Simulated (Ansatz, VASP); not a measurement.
Y2MgC2 in VASP and in Ansatz

INCAR

```
  ALGO = Normal
  EDIFF = 1E-7
  ENCUT = 520
  GGA = PE
  ISIF = 2
  ISMEAR = 0
  ISPIN = 2
  LASPH = True
  LCHARG = False
  LMAXMIX = 4
  LORBIT = 11
  LREAL = False
  LWAVE = False
  MAGMOM = 0 0 0 1 1
  NBANDS = 28
  NELM = 150
  PREC = Accurate
  SIGMA = 0.1
```

Contents of KPOINTS:

```
k-points
0
Gamma
  6 6 2
```

Contents of POSCAR:

```
Y2MgC2
1.0
    3.2421031100      0.0000000000      0.0000000000
   -1.6210515600      2.8077436600      0.0000000000
    0.0000000000      0.0000000000      8.4766730300
Y Mg C
2 1 2
Direct
    0.3333333300      0.6666666700      0.1410000000
    0.6666666700      0.3333333300      0.8590000000
    0.0000000000      0.0000000000      0.0000000000
    0.3333333300      0.6666666700      0.6670000000
    0.6666666700      0.3333333300      0.3330000000
```

Input for Ansatz:

```yaml
crystal:
  lattice:
    - [3.24210311, 0.0, 0.0]
    - [-1.62105156, 2.80774366, 0.0]
    - [0.0, 0.0, 8.47667303]
  atoms:
    - { symbol: "Y", position: [0.33333333, 0.66666667, 0.141] }
    - { symbol: "Y", position: [0.66666667, 0.33333333, 0.859] }
    - { symbol: Mg, position: [0.0, 0.0, 0.0] }
    - { symbol: C, position: [0.33333333, 0.66666667, 0.667], spin: 1.0 }
    - { symbol: C, position: [0.66666667, 0.33333333, 0.333], spin: 1.0 }
basis:
  ecutwfc: 420
kpoints:
  mp_grid: { grid: [6, 6, 2] }
hamiltonian:
  xc: pbe
scf:
  occupations: { method: gaussian, width: 0.1 }
  lower_state_search: "off"
output:
  forces: true
  stress: true
  eigenvalues: true
  populations: true
magnetization:
  spin_polarized: true
```

Change from the starting cell: species swapped into the Nb2CS2 type (P-3m1, No. 164).

Alike in both runs: task single point; functional PBE; k mesh 6 × 6 × 2; occupations gaussian, width 0.1 eV; collinear spin.

|  | VASP | Ansatz |
| --- | --- | --- |
| version | VASP 6.6.1 | Ansatz 0.2.0 |
| potentials or method | VASP PAW PBE potentials, release 64 (Y_sv, Mg, C) | scalar-relativistic, plane waves, PAW |
| plane-wave cutoff (eV) | 520 | 420 |
| valence electrons in the cell | 32 | 40 |

Ansatz gave:

- gap on the k mesh at the Fermi level (eV): none
- rms of the force components (eV/Å): 4.965
- net moment per atom (μB): 0.16
- size of the moment on the site where the two differ most (μB): 0.29

**Question.** Estimate VASP's values.

**Answer.** gap on the k mesh at the Fermi level (eV): none; rms of the force components (eV/Å): 4.983; net moment per atom (μB): 0.16; size of the moment on the site where the two differ most (μB): 0.19.

Site moments also hang on the region over which each program counts them. Atom by atom the forces differ by 0.019 eV/Å (rms over components). A gap of «none» marks a metal or a gap that the smearing closes. The two sets of potentials don't hold the same shells in valence.

Caveats: the k mesh is coarse (spacing up to 0.37 Å⁻¹), so the values aren't converged; forces of over 1 eV/Å show positions far from the minimum, so gaps and moduli don't describe the material at rest.
